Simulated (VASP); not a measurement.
Here is the system:

```yaml
crystal:
  lattice:
    - [0.00000, 3.00491, 3.00491]
    - [3.00491, 0.00000, 3.00491]
    - [3.00491, 3.00491, 0.00000]
  atoms:
    - { symbol: Al, position: [0.25000, 0.25000, 0.25000] }
    - { symbol: Al, position: [0.75000, 0.75000, 0.75000] }
    - { symbol: Pt, position: [0.00000, 0.00000, 0.00000] }
```

Method: PBEsol GGA, VASP's PBE PAW potentials (set 64) (plane waves; VASP). Numerical set-up: 520 eV cut-off, 9×9×9 Γ-centred mesh, first-order Methfessel-Paxton smearing of 0.10 eV, potentials Al Pt.

**Question.** Give the stress tensor in GPa (positive for a compressed cell).

**Answer.** 
```
-7.18   0.00   0.00
 0.00  -7.18   0.00
 0.00   0.00  -7.18
```
The pressure is its mean diagonal, -7.18 GPa.

The compound is PtAl2 in the fluorite structure. This cell is one point of a volume scan, at 1.06 of the reference volume.
